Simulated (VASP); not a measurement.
An input for Ansatz (written as the equivalent of a VASP run, and not itself run):

Ansatz 0.2 input:
```yaml
crystal:
  lattice:
    - [0.0000000, 2.1417037, 2.1417037]
    - [2.1417037, 0.0000000, 2.1417037]
    - [2.1417037, 2.1417037, 0.0000000]
  atoms:
    - { symbol: Al, position: [0.0000000, 0.0000000, 0.0000000] }
    - { symbol: N, position: [0.2500000, 0.2500000, 0.2500000] }
kpoints:
  mp_grid: { grid: [11, 11, 11] }
hamiltonian:
  xc: lda
  pseudopotentials: { kind: paw }
scf:
  occupations: { method: gaussian, width: 0.05 }
  max_iter: 100
relax:
  max_steps: 40
  f_tol: 0.02
  cell: { p_target: 10 }
output: { forces: true, stress: true, eigenvalues: true }
```

### Question
Translate this input to VASP (INCAR, KPOINTS, POSCAR, choice of POTCAR).

### Answer
One answer among several that fit: 
**INCAR**
```
# general
SYSTEM  = AlN
PREC    = Accurate
ENCUT   = 620   # plane-wave cut-off (eV)
LREAL   = .FALSE.   # projection in real space or not
LASPH   = .TRUE.   # aspherical one-centre terms

# electronic loop
EDIFF   = 1E-6   # SCF stop (eV)
NELM    = 100
ALGO    = Normal   # blocked Davidson

# smearing
ISMEAR  = 0
SIGMA   = 0.05   # width (eV)

# ions
IBRION  = 2
NSW     = 40   # most ionic steps
ISIF    = 3
EDIFFG  = -0.02   # ionic stop
PSTRESS = 100   # kbar

# output
LWAVE   = .FALSE.
LCHARG  = .FALSE.
```

KPOINTS:
```
K-points
0
G
11 11 11
0 0 0
```

**POSCAR**
```
AlN
1
    0.0000000000     2.1417037407     2.1417037407
    2.1417037407     0.0000000000     2.1417037407
    2.1417037407     2.1417037407     0.0000000000
Al N
1 1
Direct
  0.0000000000   0.0000000000   0.0000000000
  0.2500000000   0.2500000000   0.2500000000
```

POTCAR, in this order: Al N (LDA.64 set). Program: vasp_std.

Limits of the translation: each code has its own PAW files, so the cut-off isn't converted (ENCUT is set for VASP's; basis.ecutwfc is left out, and Ansatz then takes the one that its files recommend); Ansatz stops its SCF on the density residual and VASP on the energy change (EDIFF); Ansatz's lda is the Perdew-Wang form, while the LDA potentials of VASP carry Perdew-Zunger's.

The compound is AlN in the zinc blende structure, a metastable form; wurtzite is the usual one. It was relaxed first under an external pressure of 10 GPa.
